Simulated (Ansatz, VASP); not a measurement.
# SnSe2 in two plane-wave programs

One calculation is typed for both programs; each brings its own data sets. How far apart do they land? The cell is generated by rule, not measured, and may not be a known phase. The cell is taken from a series of runs on this material, whose earlier steps may have relaxed, scaled, displaced or heated it; both programs get it as it stands.

Main program and level: Ansatz 0.2.0; plane waves, with VASP 6.6.1 beside it; r2SCAN.

The structure was built from a prototype and need not be the compound's stable phase.

## 1. Starting point

The structure is orthorhombic, space group Pmn2_1 (No. 31). Conventional cell: a = 3.970 Å, b = 6.484 Å, c = 6.484 Å, α = 90.00°, β = 90.00°, γ = 90.00°. Nearest to Sn lie 6 Se at 2.61 to 3.09 Å. Nearest to Se lie 3 Sn at 2.66 to 3.09 Å. Se has 3 Sn at 2.61 to 2.79 Å nearest. Farther neighbours and most contacts between anions are not listed.

## 2. Ansatz: single point, r2SCAN

Ansatz runs on its default PAW (the set named soft_2) files.

A single point takes one fixed geometry, so differences don't come from the geometry; what else differs is listed under the comparison.

The input, input.yaml:

```yaml
crystal:
  lattice:
    - [6.4844249796, 0.0, 0.0]
    - [0.0, 6.4844249796, 0.0]
    - [0.0, 0.0, 3.9702852424]
  atoms:
    - { symbol: Sn, position: [-0.0425634313, -0.0149988538, 0.0] }
    - { symbol: Sn, position: [0.4574365687, 0.5149988538, 0.5] }
    - { symbol: Se, position: [0.3389439344, 0.2693776742, 0.0] }
    - { symbol: Se, position: [0.7250378428, 0.6554715827, 0.0] }
    - { symbol: Se, position: [0.8389439344, 0.2306223258, 0.5] }
    - { symbol: Se, position: [0.2250378428, 0.8445284173, 0.5] }
kpoints:
  mp_grid: { grid: [6, 6, 12] }
hamiltonian:
  xc: r2scan
scf:
  occupations: { method: methfessel_paxton, width: 0.2 }
output:
  forces: true
  stress: true
  eigenvalues: true
```

Command:

```
$ ansatz run input.yaml --threads 8 --pin off --max-ram 14336MiB --backend cpu --events-out ev --progress --plain --runs-dir out
```

Numbers of over 12 decimals in the logs are rounded to 6 here.

What it wrote:

```text
Engine: ansatz 0.2.0, aarch64-unknown-linux-gnu
Pseudopotentials: kind: paw
Pseudopotential: Sn, paw, valence charge 14, recommended cutoff 500 eV (meta_gga), Sn.paw.azcp
Pseudopotential: Se, paw, valence charge 16, recommended cutoff 500 eV (meta_gga), Se.paw.azcp
Functional definition: r2SCAN
  parameter k0 = 0.174
  parameter k1 = 0.065
  parameter a1 = 4.9479
  exchange = r2scan_x(k0 = k0, k1 = k1, a1 = a1)
  correlation = r2scan_c
Crystal: 6 atoms, lattice volume = 166.942 Å³
Basis set: ecut = 500 eV, 4235 PW (Γ), exchange–correlation on 192×192×120 points (64 copies of the dense FFT grid, shifted against one another)
Bands: 56, of which v1, the nominal top of the filled ones, is band 46 counted from 1 (45 counted from 0)
Symmetry: 4 space group operations
Space group: Pmn21 (ITA 31), of the structure as read, at distance tolerance 5.5e-5 Å
k-points: 112 of 432 (time reversal used)
Non-local potential: Sn, projectors of the file, l = 0: 2, l = 1: 2, l = 2: 2, l = 3: 2
Non-local potential: Se, projectors of the file, l = 0: 2, l = 1: 2, l = 2: 3, l = 3: 1
PAW form: soft (Blöchl's): semilocal exchange-correlation on the pseudo side does not see the compensation charge
PAW frozen core: Sn, regenerated for the run's functional (the file was generated under x = pbe(κ = 0.804, μ = 0.219515), c = pbe(β = 0.066725))
PAW frozen core: Se, regenerated for the run's functional (the file was generated under x = pbe(κ = 0.804, μ = 0.219515), c = pbe(β = 0.066725))
PAW one-centre angular grid: Sn, 590 points (default); XC on 249 of its mesh's 2787 points in the sphere
PAW one-centre angular grid: Se, 590 points (default); XC on 160 Gauss nodes
Initial density: superposition of atomic densities (neutral atoms: chi_scale 0, normalization atom), corrected by the library's trained network
Initial wavefunctions: pseudopotential atomic-orbital guess
Functional: x = r2scan, c = r2scan; τ floored in thin density (d = 2e-4 eV/Å³)
SCF iter   1: F=—  HF=-33991.221120 eV  |F-HF|=—  |Δ(HF+E_count)|=         —  Δρ=7.22e-3  dr2=1.45e-1  dr2_τ=1.36e-2  ethr=1.77e-3  ⟨swp⟩=7.3  Hψ=24635  notcnv=0
preconditioner: auto → Kerker (q_TF=auto, 2.470 Å⁻¹)  [metal: Δε(μ)=0.045 eV  Ē_g=10.294 eV  σ=0.200 eV  W_gap=0.19  n_scr=38 (ndim 8)  ℏωp=16.3 eV  f_vac=0.096  D(μ)=0.49/eV (n_scr^D=0)]
SCF iter   2: F=—  HF=-33991.227478 eV  |F-HF|=—  |Δ(HF+E_count)|=   6.36e-3  S|Δr|=    0.00e0  Δρ=4.15e-3  dr2=5.62e-2  dr2_τ=3.26e-4  ethr=1.57e-4  ⟨swp⟩=2.3  Hψ=11791  notcnv=0
SCF iter   3: F=—  HF=-33991.218611 eV  |F-HF|=—  |Δ(HF+E_count)|=   8.87e-3  S|Δr|=    0.00e0  Δρ=1.28e-3  dr2=8.00e-3  dr2_τ=4.34e-5  ethr=6.11e-5  ⟨swp⟩=2.1  Hψ=7074  notcnv=0
SCF iter   4: F=—  HF=-33991.217060 eV  |F-HF|=—  |Δ(HF+E_count)|=   1.55e-3  S|Δr|=    0.00e0  Δρ=5.96e-4  dr2=1.29e-3  dr2_τ=8.72e-6  ethr=8.69e-6  ⟨swp⟩=2.7  Hψ=10389  notcnv=0
SCF iter   5: F=—  HF=-33991.217037 eV  |F-HF|=—  |Δ(HF+E_count)|=   2.31e-5  S|Δr|=    0.00e0  Δρ=2.14e-4  dr2=2.92e-4  dr2_τ=1.63e-6  ethr=1.41e-6  ⟨swp⟩=2.0  Hψ=7187  notcnv=0
SCF iter   6: F=—  HF=-33991.217044 eV  |F-HF|=—  |Δ(HF+E_count)|=   7.27e-6  S|Δr|=    0.00e0  Δρ=1.29e-4  dr2=4.22e-5  dr2_τ=9.58e-7  ethr=3.17e-7  ⟨swp⟩=2.0  Hψ=8854  notcnv=0
SCF iter   7: F=—  HF=-33991.217069 eV  |F-HF|=—  |Δ(HF+E_count)|=   2.47e-5  S|Δr|=    0.00e0  Δρ=5.45e-5  dr2=7.17e-6  dr2_τ=7.81e-8  ethr=4.59e-8  ⟨swp⟩=2.0  Hψ=8856  notcnv=0  defer=7
SCF iter   8: F=—  HF=-33991.217072 eV  |F-HF|=—  |Δ(HF+E_count)|=   2.89e-6  S|Δr|=    0.00e0  Δρ=1.57e-5  dr2=5.74e-7  dr2_τ=2.59e-8  ethr=7.79e-9  ⟨swp⟩=2.0  Hψ=11088  notcnv=0  defer=7
SCF iter   9: F=—  HF=-33991.217071 eV  |F-HF|=—  |Δ(HF+E_count)|=   2.57e-7  S|Δr|=    0.00e0  Δρ=8.87e-6  dr2=2.03e-7  dr2_τ=3.74e-9  ethr=1.09e-10  ⟨swp⟩=10.9  Hψ=29985  notcnv=0
SCF iter  10: F=-33991.217071 eV  HF=-33991.217071 eV  |F-HF|=5.89e-9  |Δ(HF+E_count)|=   9.71e-8  S|Δr|=    0.00e0  Δρ=2.73e-6  dr2=2.68e-8  dr2_τ=2.41e-10  ethr=1.09e-10  ⟨swp⟩=5.0  Hψ=22112  notcnv=0
SCF 1 converged in 10 iterations: F = -33991.217071 eV  dr2 = 2.68e-8
  greatest PAW one-centre occupation: 1.000 electrons in one spin orbital (limit 2), on the Se atom at site 4 (counted from 0), in its partial waves of l = 2
SCF converged after 10 iterations
Stability not checked: this state was not tested for a lower state beside it, because cold or Methfessel-Paxton smearing, or corrected tetrahedra, fill the levels in a way that the test cannot read (fill_not_monotonic; see scf.lower_state_search)
Free energy (F): -33991.217071 eV
Harris-Foulkes:  -33991.217071 eV  (|F-HF|=5.89e-9)
Internal energy: -33991.219190 eV  (E = F + TS)
E sigma→0 (E₀):  -33991.217601 eV
Entropy (-TS):   0.002119 eV (0.353 meV/atom)
Fermi energy:    7.340391 eV
Step filling:    the computed levels leave a gap of 0.0159 eV = 0.1 smearing widths at the electron count; against every level under it full and every level over it empty, smearing changes F+E_penalty+E_count by +0.593 meV and its σ→0 estimate by +0.063 meV
--- Per-component energies (eV) ---
  E_band       = -1885.995915
  E_kinetic    = 845.096740
  E_local      = -12327.964115  (includes V_loc(G=0)·N_el)
  E_nonlocal   = -2444.410451
  E_hartree    = 6273.552295
  E_xc         = -1138.072585
  E_vxc        = -625.831260  (∫ρ·V_xc dr)
  E_paw        = -16027.087768  (= ΣΔE_a)
  E_vpaw       = 86.566509  (= ΣTr[D̂ρ^β])
  E_aug_tail   = -0.000824  (compensation charges beyond the density's cutoff)
  E_vtau       = 33.449016  (kinetic-family band-sum trace: ∫τ·v_τ [+ j·A + Jᵃ·Aᵃ] dr)
  E_ewald      = -9166.744040
  E_core_change = -5.588441  (= ΣΔE_core)
  E_smearing   = 0.002119  (= −TS)
  E_closure    = 0.000000  (closes the sum)
  Σ components = -33991.217071   (vs F -33991.217071, Δ=0.00e0)
--- Forces (eV/Å), atoms counted from 1 ---
  atom   1  Sn    -0.02507237     0.32314407     0.00000000
  atom   2  Sn    -0.02507237    -0.32314407     0.00000000
  atom   3  Se     0.23797213     0.36528271     0.00000000
  atom   4  Se    -0.21290358    -0.28376222     0.00000000
  atom   5  Se     0.23797213    -0.36528271     0.00000000
  atom   6  Se    -0.21290358     0.28376222     0.00000000
  max |Σ_I F_I| component: 7.65e-6 eV/Å
--- Stress (GPa, compression-positive) ---
       -0.311997       0.000000       0.000000
        0.000000      -0.566270       0.000000
        0.000000       0.000000      -1.291933
  P = ⅓ Tr σ = -0.7234 GPa (-7.234 kbar)
--- Band table (eV; the first three rows and the last of 112) ---
  k-point 0: bands = [... 42 lower, 6.2743, 6.3260, 6.6076, 6.9031, 7.4768, 8.7250, 10.3481, 10.4949, ... 6 higher]
  k-point 1: bands = [... 42 lower, 5.9049, 6.7192, 6.9458, 7.0981, 7.4410, 8.9494, 10.6399, 10.8198, ... 6 higher]
  k-point 2: bands = [... 42 lower, 5.1921, 6.6564, 6.9828, 7.2840, 7.7477, 9.3885, 10.6815, 11.3265, ... 6 higher]
  k-point 111: bands = [... 42 lower, 6.1638, 6.1638, 6.3815, 6.3815, 7.6914, 7.6914, 11.1455, 11.1455, ... 6 higher]
```

The run ends at a pressure of -0.72 GPa, with forces up to 0.44 eV/Å.

## 3. VASP: single point, r2SCAN

The same cell, functional, mesh and smearing now go to VASP, with its own data sets.

Lines of VASP's logs that name or quote its potential files are left out, and so is its time.

The input, INCAR:

```
SYSTEM = SnSe2
PREC = Accurate
ENCUT = 550
EDIFF = 1E-06
NELM = 120
ISMEAR = 1
SIGMA = 0.2
LREAL = .FALSE.
ALGO = Normal
METAGGA = R2SCAN
LASPH = .TRUE.
NBANDS = 32
LORBIT = 11
LWAVE = .FALSE.
LCHARG = .FALSE.
ISIF = 2
GGA_COMPAT = .FALSE.
LMIXTAU = .TRUE.
KPAR = 2
```

The input, POSCAR:

```
SnSe2
1.0
    6.4844249796      0.0000000000      0.0000000000
    0.0000000000      6.4844249796      0.0000000000
    0.0000000000      0.0000000000      3.9702852424
Sn Se
2 4
Direct
    0.9574365687      0.9850011462      0.0000000000
    0.4574365687      0.5149988538      0.5000000000
    0.3389439344      0.2693776742      0.0000000000
    0.7250378428      0.6554715827      0.0000000000
    0.8389439344      0.2306223258      0.5000000000
    0.2250378428      0.8445284173      0.5000000000
```

The input, KPOINTS:

```
Automatic mesh
0
Gamma
6 6 12
0 0 0
```

Potentials, in the order of the species: Sn_d and Se (PBE family, release 64).

Command:

```
$ mpirun -np 2 vasp_std
```

What it wrote:

```text
[banner, memory and clock lines left out]
running    2 mpi-ranks, on    1 nodes
 distrk:  each k-point on    1 cores,    2 groups
 distr:  one band on    1 cores,    1 groups

 POSCAR found type information on POSCAR SnSe
 POSCAR found :  2 types and       6 ions
|                                                                             |
|               ----> ADVICE to this user running VASP <----                  |
|                                                                             |
|     You enforced a specific xc type in the INCAR file but a different       |
|     [... a line on the potential file left out ...]
|     I HOPE YOU KNOW WHAT YOU ARE DOING!                                     |
|                                                                             |

 LDA part: xc-table for (None), standard interpolation
 POSCAR, INCAR and KPOINTS ok, starting setup
 FFT: planning ... GRIDC
 FFT: planning ... GRID_SOFT
 FFT: planning ... GRID
 WAVECAR not read
 entering main loop
       N       E                     dE             d eps       ncg     rms          rms(c)
DAV:   1     0.425255111945E+03    0.42526E+03   -0.24237E+04  7248   0.200E+03
DAV:   2    -0.381572124326E+02   -0.46341E+03   -0.45164E+03  7232   0.509E+02
DAV:   3    -0.113560187966E+03   -0.75403E+02   -0.73903E+02  8752   0.178E+02
DAV:   4    -0.117378971368E+03   -0.38188E+01   -0.37951E+01  8600   0.428E+01
DAV:   5    -0.117483257123E+03   -0.10429E+00   -0.10423E+00 10560   0.749E+00    0.777E+00
DAV:   6    -0.112267032949E+03    0.52162E+01   -0.34703E+00 10008   0.227E+01    0.532E+00
DAV:   7    -0.106383297106E+03    0.58837E+01   -0.17938E+00  8136   0.704E+00    0.182E+00
DAV:   8    -0.107995262195E+03   -0.16120E+01   -0.13091E+00  8272   0.701E+00    0.103E+00
DAV:   9    -0.108037924997E+03   -0.42663E-01   -0.22943E-01  7896   0.297E+00    0.625E-01
DAV:  10    -0.108055436641E+03   -0.17512E-01   -0.30187E-02  8512   0.131E+00    0.336E-01
DAV:  11    -0.108133339497E+03   -0.77903E-01   -0.14641E-01  7448   0.266E+00    0.190E-01
DAV:  12    -0.108141221960E+03   -0.78825E-02   -0.99860E-03  8608   0.635E-01    0.188E-01
DAV:  13    -0.108144037524E+03   -0.28156E-02   -0.62834E-04  8216   0.197E-01    0.128E-01
DAV:  14    -0.108151009092E+03   -0.69716E-02   -0.51434E-03  7576   0.586E-01    0.666E-02
DAV:  15    -0.108151355901E+03   -0.34681E-03   -0.19598E-03  8648   0.313E-01    0.951E-02
DAV:  16    -0.108151232048E+03    0.12385E-03   -0.13400E-04  8256   0.102E-01    0.656E-02
DAV:  17    -0.108151563302E+03   -0.33125E-03   -0.32770E-04  8064   0.134E-01    0.362E-03
DAV:  18    -0.108151617828E+03   -0.54527E-04   -0.42721E-05  8344   0.426E-02    0.944E-03
DAV:  19    -0.108151627105E+03   -0.92767E-05   -0.50399E-06  7040   0.209E-02    0.532E-03
DAV:  20    -0.108151627675E+03   -0.56990E-06   -0.13956E-06  5176   0.819E-03
   1 F= -.10815163E+03 E0= -.10815233E+03  d E =0.209916E-02
```

Parts of OUTCAR (step 3):

```text
ion  position               nearest neighbor table
   1  0.957  0.985  0.000-   4 2.61   5 2.66   5 2.66   6 2.79   6 2.79   3 3.09
   2  0.457  0.515  0.500-   6 2.61   3 2.66   3 2.66   4 2.79   4 2.79   5 3.09
   3  0.339  0.269  0.000-   2 2.66   2 2.66   1 3.09
   4  0.725  0.655  0.000-   1 2.61   2 2.79   2 2.79
   5  0.839  0.231  0.500-   1 2.66   1 2.66   2 3.09
   6  0.225  0.845  0.500-   2 2.61   1 2.79   1 2.79

  LATTYP: Found a simple tetragonal cell.
 ALAT       =     6.4844249796
 C/A-ratio  =     0.6122802338

 Subroutine GETGRP returns: Found  4 space group operations
 (whereof  2 operations were pure point group operations)

The static configuration has the point symmetry C_1h.
 The point group associated with its full space group is C_2v.

 Found    112 irreducible k-points:

   k-points           NKPTS =    112   k-points in BZ     NKDIM =    112   number of bands    NBANDS=     32

   dimension x,y,z NGX =    50 NGY =   50 NGZ =   30
   dimension x,y,z NGXF=   100 NGYF=  100 NGZF=   60

   ENCUT  =  550.0 eV  40.42 Ry    6.36 a.u.  12.40 12.40  7.59*2*pi/ulx,y,z

   NELECT =      52.0000    total number of electrons

 k-points in reciprocal lattice and weights: Automatic mesh
   0.00000000  0.00000000  0.00000000       0.002
   0.16666667  0.00000000  0.00000000       0.005
   0.00000000  0.16666667  0.00000000       0.005
   0.33333333  0.00000000  0.00000000       0.005
   0.00000000  0.33333333  0.00000000       0.005
   0.50000000  0.00000000  0.00000000       0.002
   0.00000000  0.50000000  0.00000000       0.002
   0.16666667  0.16666667  0.00000000       0.009
   0.33333333  0.16666667  0.00000000       0.009
[...]
-0.33333333  0.50000000  0.50000000       0.005
   0.50000000  0.50000000  0.50000000       0.002

 average (electrostatic) potential at core
       1-109.3150       2-109.3150       3 -58.5079       4 -58.7096       5 -58.5079
       6 -58.7096

 E-fermi :   3.6892

 k-point     1 :       0.0000    0.0000    0.0000
  band No.  band energies     occupation
    ...
     22       2.4420      2.00000
     23       2.6180      2.00000
     24       2.6715      2.00000
     25       2.9570      2.00000
     26       3.2515      2.00831
     27       3.8272      0.08722
     28       5.0739     -0.00000
     29       6.6947     -0.00000
     30       6.8372     -0.00000
     31       7.4028     -0.00000
    ...

 k-point     2 :       0.1667    0.0000    0.0000
  band No.  band energies     occupation
    ...
     23       2.5817      2.00000
     24       2.6895      2.00000
     25       2.9602      2.00000
     26       3.4602      2.06874
     27       3.7071      0.84905
     28       5.0605     -0.00000
     29       6.7667     -0.00000
     30       6.8440     -0.00000
     31       7.5024     -0.00000
     32       8.5427      0.00000

 k-point     3 :       0.0000    0.1667    0.0000
  band No.  band energies     occupation
    ...
     23       2.4045      2.00000
     24       2.7814      2.00000
     25       2.9568      2.00000
     26       3.4510      2.07054
     27       3.7454      0.54413
     28       5.1669     -0.00000
     29       6.5469     -0.00000
     30       7.0507     -0.00000
     31       7.4913     -0.00000
     32       8.3725      0.00000

  Total       -0.3266217     -0.5718178     -1.3139425      0.0000000      0.0000000      0.0000000
  in kB       -3.1346641     -5.4878675    -12.6102097      0.0000000      0.0000000      0.0000000
  external PRESSURE =      -7.0775804 kB  Pullay stress =       0.0000000 kB

  energy-cutoff  :      550.00
  volume of cell :      166.94
      direct lattice vectors                 reciprocal lattice vectors
     6.484424980  0.000000000  0.000000000     0.154215679  0.000000000  0.000000000
     0.000000000  6.484424980  0.000000000     0.000000000  0.154215679  0.000000000
     0.000000000  0.000000000  3.970285242     0.000000000  0.000000000  0.251871072

 POSITION                                       TOTAL-FORCE (eV/Angst)
 -----------------------------------------------------------------------------------
      6.20843      6.38717      0.00000        -0.024014      0.323698      0.000000
      2.96621      3.33947      1.98514        -0.024014     -0.323698      0.000000
      2.19786      1.74676      0.00000         0.235880      0.360037      0.000000
      4.70145      4.25036      0.00000        -0.211866     -0.285904      0.000000
      5.44007      1.49545      1.98514         0.235880     -0.360037      0.000000
      1.45924      5.47628      1.98514        -0.211866      0.285904      0.000000
 -----------------------------------------------------------------------------------
    total drift:                               -0.002919     -0.000000     -0.000003

  FREE ENERGIE OF THE ION-ELECTRON SYSTEM (eV)
  ---------------------------------------------------
  free  energy   TOTEN  =      -108.1516276750 eV

  energy  without entropy=     -108.1537268321  energy(sigma->0) =     -108.15232739

 total charge
# of ion       s       p       d       tot
------------------------------------------
    1        1.069   0.983  10.071  12.123
    2        1.069   0.983  10.071  12.123
    3        1.485   2.327   0.025   3.837
    4        1.477   2.356   0.023   3.856
    5        1.485   2.327   0.025   3.837
    6        1.477   2.356   0.023   3.856
--------------------------------------------------
tot          8.062  11.331  20.239  39.632

[... 3 further parts left out ...]
```

The run ends at a pressure of -0.71 GPa, with forces up to 0.43 eV/Å.

## 4. Differences

Known differences besides the potentials themselves: VASP keeps PBE cores, Ansatz makes them for the functional; the data sets hold 92 valence electrons in Ansatz (on its default PAW (the set named soft_2) files) and 52 in VASP; the cutoff is 500 eV in Ansatz and 550 eV in VASP. Total energies have different zeros and are not compared.

Both answers:

| quantity | Ansatz | VASP | difference |
| --- | --- | --- | --- |
| pressure (GPa) | -0.72 | -0.71 | -0.02 |

Forces (eV/Å; atoms numbered as in POSCAR):

| atom | Ansatz x, y, z | VASP x, y, z |
| --- | --- | --- |
| Sn1 | -0.025, 0.323, 0.000 | -0.024, 0.324, 0.000 |
| Sn2 | -0.025, -0.323, 0.000 | -0.024, -0.324, 0.000 |
| Se3 | 0.238, 0.365, 0.000 | 0.236, 0.360, 0.000 |
| Se4 | -0.213, -0.284, 0.000 | -0.212, -0.286, 0.000 |
| Se5 | 0.238, -0.365, 0.000 | 0.236, -0.360, 0.000 |
| Se6 | -0.213, 0.284, 0.000 | -0.212, 0.286, 0.000 |

The forces differ by 2.1 meV/Å r.m.s., which is 1.0 % of the r.m.s. force of 0.215 eV/Å (both taken over all components).

## 5. Results

| Quantity | Value |
| --- | --- |
| r.m.s. force difference (single point, r2SCAN) | 0.97 % of the r.m.s. force |

In words: The r.m.s. force difference is 0.97 % of the r.m.s. force (single point, r2SCAN), within the 3 % picked in this series as the mark of a large difference. The data sets hold unlike numbers of valence electrons (92 in Ansatz and 52 in VASP), so part of the differences may come from the potentials. Such differences can come from data sets, numerical settings and the points named under the comparisons, not from the functional's error against experiment.

[Lines on the potential files, build, host, timing and source positions are cut from VASP's logs without a mark.]

[Logs are printed without paths, hosts, clocks, repeated set-up lines and the standing remarks that a program may print on its own settings, such as how far it seeks lower states.]

[Hosts, paths, dates, database ids (printed as entryN), source tags and the programs' standing remarks are cut or masked in the printed files.]
